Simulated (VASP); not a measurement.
Data:

```
InF3
1.0
    2.34700     1.35504     7.21694
   -2.34700     1.35504     7.21694
    0.00000    -2.71008     7.21694
F In
6 2
Direct
  0.33330   0.16670   0.75000
  0.75000   0.33330   0.16670
  0.16670   0.75000   0.33330
  0.66670   0.83330   0.25000
  0.25000   0.66670   0.83330
  0.83330   0.25000   0.66670
  0.50000   0.50000   0.50000
  0.00000   0.00000   0.00000
```

The numbers are results of PBEsol GGA, VASP's PBE PAW potentials (set 64) (plane waves; VASP), not measurements. Run with 400 eV cut-off, 5×5×5 Γ-centred mesh, Fermi-Dirac smearing of 0.10 eV, potentials F In_d.

At this cut-off the stress carries a Pulay error, which pulls relaxed volumes low. Unless said otherwise, spin-orbit coupling is left out, though it shifts the bands of the heavy elements here.

Problem. Estimate the energy per atom (σ→0), pressure, largest force, band gap (on the k-mesh) with the smallest direct gap where there is one.

Solution. 
```json
{
  "band gap (on the k-mesh)": "none (metal, semimetal or under 0.01 eV)",
  "energy per atom (σ→0)": "-3.928 eV/atom",
  "pressure": "-18.97 GPa",
  "largest_force": "0.00671 Ha/bohr"
}
```

Only differences to runs with the same potentials and settings are physical.

The structure comes from a measured InF3 entry of the Crystallography Open Database, whose conditions weren't checked. The cell was not relaxed at this level. The k-mesh is coarse (spacing up to 0.31 per Å, 2π included), so the numbers may not be converged in it.
